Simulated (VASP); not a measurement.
An input for Ansatz (written as the equivalent of a VASP run, and not itself run):

Ansatz 0.2 input:
```yaml
crystal:
  lattice:
    - [-1.6912222, 1.6912222, 1.6912222]
    - [1.6912222, -1.6912222, 1.6912222]
    - [1.6912222, 1.6912222, -1.6912222]
  atoms:
    - { symbol: Li, position: [0.0000000, 0.0000000, 0.0000000] }
kpoints:
  mp_grid: { grid: [15, 15, 15] }
hamiltonian:
  xc: pbe
  dispersion: d4
  pseudopotentials: { kind: paw }
scf:
  occupations: { method: methfessel_paxton, width: 0.1 }
  max_iter: 100
output: { forces: true, stress: true, eigenvalues: true }
```

Question: Write the VASP files for the same calculation (PBE-D4).

Answer: Several could match; the one computed here: 
**KPOINTS**
```
Automatic mesh
0
Gamma
15 15 15
0 0 0
```

**INCAR**
```
SYSTEM = Li
PREC = Accurate
ENCUT = 520
EDIFF = 1E-7
NELM = 100
ALGO = Normal
LREAL = .FALSE.
LASPH = .TRUE.
ISMEAR = 1
SIGMA = 0.1
GGA = PE
IVDW = 13
LWAVE = .FALSE.
LCHARG = .FALSE.
ISIF = 2
```

**POSCAR**
```
Li
1
   -1.6912221810     1.6912221810     1.6912221810
    1.6912221810    -1.6912221810     1.6912221810
    1.6912221810     1.6912221810    -1.6912221810
Li
1
Direct
  0.0000000000   0.0000000000   0.0000000000
```

POTCAR, in this order: Li_sv (PBE.64 set). Program: vasp_std.

The two are equivalent in intent, not identical: each code has its own PAW files, so the cut-off isn't converted (ENCUT is set for VASP's; basis.ecutwfc is left out, and Ansatz then takes the one that its files recommend); Ansatz stops its SCF on the density residual and VASP on the energy change (EDIFF).

The compound is Li in the bcc structure. This cell is one point of a volume scan, at 0.97 of the reference volume.
